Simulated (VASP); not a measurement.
Input:

```xyz
4
Lattice="4.4266 2.2133 2.2133 2.2133 4.4266 2.2133 2.2133 2.2133 4.4266" Properties=species:S:1:pos:R:3 pbc="T T T"
Fe     0.0000     0.0000     0.0000
Fe     4.4266     4.4266     4.4266
O      2.2133     2.2133     2.2133
O      6.6398     6.6398     6.6398
```
Starting moments (μB, in the order of the record's atoms Fe Fe O O): 4.0 -4.0 0.0 0.0.

These are PBE GGA + U (Dudarev), VASP's PBE PAW potentials (set 64) (plane waves; VASP) values and carry that method's errors. Run with 400 eV cut-off, 9×9×9 Γ-centred mesh shifted by (0.5, 0.5, 0.5), Gaussian smearing of 0.050 eV, potentials Fe O, U − J: Fe 5.30 eV.

At this cut-off the stress carries a Pulay error, which pulls relaxed volumes low.

Problem. Give the stress tensor in GPa (positive for a compressed cell).

Solution. 
```
-14.15    1.23    1.23
  1.23  -14.15    1.23
  1.23    1.23  -14.15
```
The pressure is its mean diagonal, -14.15 GPa.

The structure is a typed FeO crystal. The cell was not relaxed at this level. A gapless solution with U can be a metastable orbital state.
